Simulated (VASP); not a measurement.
Calculation: r2SCAN meta-GGA, VASP's PBE PAW potentials (set 64) (plane waves; VASP).

Input for VASP

### POSCAR
```
Li(110) slab
1
    3.0025223721     0.0000000000     0.0000000000
   -1.0008404596     2.8308048538     0.0000000000
    0.0000000000     0.0000000000    24.7074017122
Li
4
Direct
  0.7500000000   0.2500000000   0.3510681592
  0.2500000000   0.7500000000   0.4506810858
  0.7500000000   0.2500000000   0.5493189142
  0.2500000000   0.7500000000   0.6489318408
```

INCAR:
```
SYSTEM = Li(110) slab
PREC = Normal
ENCUT = 450
EDIFF = 1E-6
NELM = 100
ALGO = Normal
LREAL = .FALSE.
LASPH = .TRUE.
ISMEAR = 1
SIGMA = 0.1
METAGGA = R2SCAN
LMIXTAU = .TRUE.
LWAVE = .FALSE.
LCHARG = .FALSE.
NELMIN = 4
LDIPOL = .TRUE.
IDIPOL = 3
DIPOL = 0.5 0.5 0.5
LVHAR = .TRUE.
LORBIT = 11
```

File KPOINTS:
```
Regular mesh
0
gamma
 10 10 1
0 0 0
```

POTCAR, in this order: Li_sv (PBE.64 set). Program: vasp_std. Read from the step before: WAVECAR.

Output of the run:

OSZICAR:
```
       N       E                     dE             d eps       ncg     rms          rms(c)
DAV:   1    -0.897394707528E+01   -0.89739E+01   -0.14338E-05   680   0.369E-02    0.908E-04
DAV:   2    -0.897396053683E+01   -0.13462E-04   -0.25893E-06   826   0.752E-03    0.459E-04
DAV:   3    -0.897395828401E+01    0.22528E-05   -0.27431E-07   508   0.503E-03    0.233E-04
DAV:   4    -0.897396828867E+01   -0.10005E-04   -0.51766E-07   542   0.103E-02    0.136E-04
DAV:   5    -0.897396470360E+01    0.35851E-05   -0.44319E-07   542   0.871E-03    0.814E-05
DAV:   6    -0.897398048435E+01   -0.15781E-04   -0.46563E-07   542   0.892E-03    0.473E-05
DAV:   7    -0.897396858350E+01    0.11901E-04   -0.33542E-07   534   0.866E-03    0.572E-05
DAV:   8    -0.897396454523E+01    0.40383E-05   -0.14747E-07   440   0.562E-03    0.317E-05
DAV:   9    -0.897396863188E+01   -0.40867E-05   -0.11403E-07   400   0.438E-03    0.153E-05
DAV:  10    -0.897396641834E+01    0.22135E-05   -0.83420E-08   360   0.432E-03    0.153E-05
DAV:  11    -0.897396719046E+01   -0.77212E-06   -0.71268E-08   358   0.405E-03
   1 F= -.89739672E+01 E0= -.89743820E+01  d E =0.124455E-02
```

OUTCAR:
```
------------------------ aborting loop because EDIFF is reached ----------------------------------------
  FORCE on cell =-STRESS in cart. coord.  units (eV):
  Direction    XX          YY          ZZ          XY          YZ          ZX
  --------------------------------------------------------------------------------------
  Total       -0.5214715     -0.6507179     -1.0097734     -0.1827824      0.0000000      0.0000000
  in kB       -3.9784865     -4.9645524     -7.7039111     -1.3945105      0.0000000      0.0000000
  external PRESSURE =      -5.5489833 kB  Pullay stress =       0.0000000 kB
  volume of cell :      210.00
      direct lattice vectors                 reciprocal lattice vectors
     3.002522372  0.000000000  0.000000000     0.333053305  0.117752102  0.000000000
    -1.000840460  2.830804854  0.000000000     0.000000000  0.353256424  0.000000000
     0.000000000  0.000000000 24.707401712     0.000000000  0.000000000  0.040473701
 POSITION                                       TOTAL-FORCE (eV/Angst)
 -----------------------------------------------------------------------------------
      2.00168      0.70770      8.67398         0.000000      0.000000      0.000308
      0.00000      2.12310     11.13516        -0.000000      0.000000     -0.011953
      2.00168      0.70770     13.57224        -0.000000     -0.000000      0.011953
      0.00000      2.12310     16.03342         0.000000      0.000000     -0.000308
 -----------------------------------------------------------------------------------
    total drift:                                0.000000      0.000000      0.000000
  FREE ENERGIE OF THE ION-ELECTRON SYSTEM (eV)
  ---------------------------------------------------
  free  energy   TOTEN  =        -8.9739671905 eV

  energy  without entropy=       -8.9752117409  energy(sigma->0) =       -8.97438204

 total charge

# of ion       s       p       d       tot
------------------------------------------
    1        2.029   0.014   0.000   2.042
    2        2.026   0.015   0.000   2.041
    3        2.026   0.015   0.000   2.041
    4        2.029   0.014   0.000   2.042
--------------------------------------------------
tot          8.108   0.058   0.000   8.167
```
(Selected blocks of OUTCAR.)

At this cut-off the stress carries a Pulay error, which pulls relaxed volumes low.

The cell is a thin slab with vacuum, built from Li (bcc): (110) face.
